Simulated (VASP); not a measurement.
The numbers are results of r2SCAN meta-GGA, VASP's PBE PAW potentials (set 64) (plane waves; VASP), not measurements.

A VASP calculation is set up with these files.

**POSCAR**
```
Sc
1.0
  1.6659464631  -2.8855038285   0.0000000000
  1.6659464631   2.8855038285   0.0000000000
  0.0000000000   0.0000000000   5.1874672410
Sc
2
Direct
  0.3333330000   0.6666670000   0.2500000000
  0.6666670000   0.3333330000   0.7500000000
```

INCAR:
```
SYSTEM = Sc
PREC = Accurate; ENCUT = 400; LREAL = F
LASPH = T
EDIFF = 1E-7; NELM = 100; ALGO = Normal
LMAXMIX = 4; LMIXTAU = T
ISMEAR = -5
METAGGA = R2SCAN
ISIF = 2
LWAVE = F; LCHARG = F; LORBIT = 11
NEDOS = 601
```

File KPOINTS:
```
Automatic mesh
0
Gamma
14 14 8
0 0 0
```

File KPOINTS_OPT:
```
k-points along high-symmetry lines
6
Line-mode
Reciprocal
  0.000000   0.000000   0.000000 ! GAMMA
  0.000000   0.500000   0.000000 ! M

  0.000000   0.500000   0.000000 ! M
 -0.333333   0.666667   0.000000 ! K

 -0.333333   0.666667   0.000000 ! K
  0.000000   0.000000   0.000000 ! GAMMA

  0.000000   0.000000   0.000000 ! GAMMA
  0.000000   0.000000   0.500000 ! A

  0.000000   0.000000   0.500000 ! A
  0.000000   0.500000   0.500000 ! L

  0.000000   0.500000   0.500000 ! L
 -0.333333   0.666667   0.500000 ! H

 -0.333333   0.666667   0.500000 ! H
  0.000000   0.000000   0.500000 ! A

  0.000000   0.500000   0.500000 ! L
  0.000000   0.500000   0.000000 ! M

 -0.333333   0.666667   0.500000 ! H
 -0.333333   0.666667   0.000000 ! K
```

POTCAR, in this order: Sc_sv (PBE.64 set). Program: vasp_std.

The run wrote:

OSZICAR:
```
       N       E                     dE             d eps       ncg     rms          rms(c)
DAV:   1     0.350937923076E+03    0.35094E+03   -0.10270E+04  3616   0.132E+03
DAV:   2    -0.853984615520E+01   -0.35948E+03   -0.35397E+03  5142   0.690E+02
DAV:   3    -0.286065168252E+02   -0.20067E+02   -0.19698E+02  5962   0.180E+02
DAV:   4    -0.289397399475E+02   -0.33322E+00   -0.33156E+00  5512   0.225E+01
DAV:   5    -0.289464645076E+02   -0.67246E-02   -0.66938E-02  5966   0.292E+00    0.974E+00
DAV:   6    -0.235855419800E+02    0.53609E+01   -0.73136E+00  4027   0.437E+01    0.202E+00
DAV:   7    -0.216404947173E+02    0.19450E+01   -0.14275E+00  4655   0.109E+01    0.977E-01
DAV:   8    -0.231768393727E+02   -0.15363E+01   -0.70237E-01  4307   0.695E+00    0.677E-01
DAV:   9    -0.227605906585E+02    0.41625E+00   -0.44016E-01  3628   0.754E+00    0.284E-01
DAV:  10    -0.226776931801E+02    0.82897E-01   -0.59029E-02  4812   0.330E+00    0.191E-01
DAV:  11    -0.227282013090E+02   -0.50508E-01   -0.10675E-02  4398   0.117E+00    0.154E-01
DAV:  12    -0.227051851250E+02    0.23016E-01   -0.12833E-02  3635   0.123E+00    0.359E-02
DAV:  13    -0.227108476678E+02   -0.56625E-02   -0.22098E-03  5178   0.622E-01    0.544E-02
DAV:  14    -0.227102883151E+02    0.55935E-03   -0.66985E-05  4997   0.107E-01    0.541E-02
DAV:  15    -0.227090385026E+02    0.12498E-02   -0.12139E-04  4664   0.980E-02    0.424E-02
DAV:  16    -0.227083734753E+02    0.66503E-03   -0.32814E-04  3691   0.192E-01    0.139E-02
DAV:  17    -0.227083608809E+02    0.12594E-04   -0.12444E-05  6177   0.476E-02    0.136E-02
DAV:  18    -0.227082691325E+02    0.91748E-04   -0.11848E-05  3775   0.320E-02    0.120E-02
DAV:  19    -0.227082694138E+02   -0.28135E-06   -0.13752E-05  4580   0.432E-02    0.162E-02
DAV:  20    -0.227082578438E+02    0.11570E-04   -0.12623E-04  4496   0.142E-01    0.157E-02
DAV:  21    -0.227082587023E+02   -0.85846E-06   -0.52096E-06  5601   0.362E-02    0.119E-02
DAV:  22    -0.227082559800E+02    0.27223E-05   -0.17109E-06  4650   0.143E-02    0.950E-03
DAV:  23    -0.227082626738E+02   -0.66938E-05   -0.11563E-05  4510   0.416E-02    0.185E-03
DAV:  24    -0.227082632649E+02   -0.59104E-06   -0.17124E-07  2822   0.698E-03    0.156E-03
DAV:  25    -0.227082626020E+02    0.66287E-06   -0.12877E-07  2493   0.558E-03    0.105E-03
DAV:  26    -0.227082639445E+02   -0.13424E-05   -0.13536E-07  2689   0.493E-03    0.348E-04
DAV:  27    -0.227082637080E+02    0.23644E-06   -0.27306E-08  2024   0.372E-03    0.221E-04
DAV:  28    -0.227082636851E+02    0.22932E-07   -0.71682E-09  1989   0.155E-03
   1 F= -.22708264E+02 E0= -.22708264E+02  d E =0.000000E+00
       N       E                     dE             ncg
```

### OUTCAR
```
------------------------ aborting loop because EDIFF is reached ----------------------------------------
  FORCE on cell =-STRESS in cart. coord.  units (eV):
  Direction    XX          YY          ZZ          XY          YZ          ZX
  --------------------------------------------------------------------------------------
  Total       -0.0029028     -0.0029028      0.0072326      0.0000000     -0.0000000      0.0000000
  in kB       -0.0932509     -0.0932509      0.2323464      0.0000000     -0.0000000      0.0000000
  external PRESSURE =       0.0152815 kB  Pullay stress =       0.0000000 kB
  volume of cell :       49.87
      direct lattice vectors                 reciprocal lattice vectors
     1.665946463 -2.885503829  0.000000000     0.300129693 -0.173279964  0.000000000
     1.665946463  2.885503829  0.000000000     0.300129693  0.173279964  0.000000000
     0.000000000  0.000000000  5.187467241     0.000000000  0.000000000  0.192772302
 POSITION                                       TOTAL-FORCE (eV/Angst)
 -----------------------------------------------------------------------------------
      1.66595      0.96184      1.29687        -0.000000      0.000000      0.000000
      1.66595     -0.96184      3.89060         0.000000     -0.000000      0.000000
 -----------------------------------------------------------------------------------
    total drift:                                0.000000      0.000693     -0.000014
  FREE ENERGIE OF THE ION-ELECTRON SYSTEM (eV)
  ---------------------------------------------------
  free  energy   TOTEN  =       -22.7082636851 eV

  energy  without entropy=      -22.7082636851  energy(sigma->0) =      -22.70826369

 total charge

# of ion       s       p       d       tot
------------------------------------------
    1        2.260   6.113   0.954   9.327
    2        2.260   6.113   0.954   9.327
--------------------------------------------------
tot          4.521  12.226   1.908  18.655
```
(Selected blocks of OUTCAR.)

For a metal the tetrahedron method with Blöchl corrections gives inexact stress and forces.

The compound is Sc in the hcp structure. It was relaxed first.
